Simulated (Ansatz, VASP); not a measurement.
## GaGe2Se in VASP and in Ansatz

```
CELL_PARAMETERS angstrom
3.86695 0.00000 0.00000
-1.93347 3.34887 0.00000
0.00000 0.00000 6.64618
ATOMIC_POSITIONS crystal
Ga 0.00000 0.00000 0.00000
Ge 0.33333 0.66667 0.23864
Ge 0.66667 0.33333 0.76136
Se 0.00000 0.00000 0.50000
```

Change from the starting cell: species swapped into the LiTiTe2 type (P-3m1, No. 164).

Alike in both runs: task single point; functional PBE; k mesh 6 × 6 × 4; occupations gaussian, width 0.1 eV; no spin polarisation.

|  | VASP | Ansatz |
| --- | --- | --- |
| version | VASP 6.6.1 | Ansatz 0.2.0 |
| potentials or method | VASP PAW PBE potentials, release 64 (Ga_d, Ge_d, Se) | scalar-relativistic, plane waves, PAW |
| plane-wave cutoff (eV) | 520 | 420 |
| valence electrons in the cell | 47 | 57 |

|  | VASP | Ansatz | Ansatz less VASP |
| --- | --- | --- | --- |
| gap on the k mesh at the Fermi level (eV) | none | none | - |
| pressure (GPa) | 0.1 | 0.0 | -0.06 |
| largest component of the traceless stress (GPa) | 1.74 | 1.73 | -0.003 |
| rms of the force components (eV/Å) | 0.098 | 0.098 | +0.0005 |

Atom by atom the forces differ by 0.001 eV/Å (rms over components). A gap of «none» marks a metal or a gap that the smearing closes. The two sets of potentials don't hold the same shells in valence.
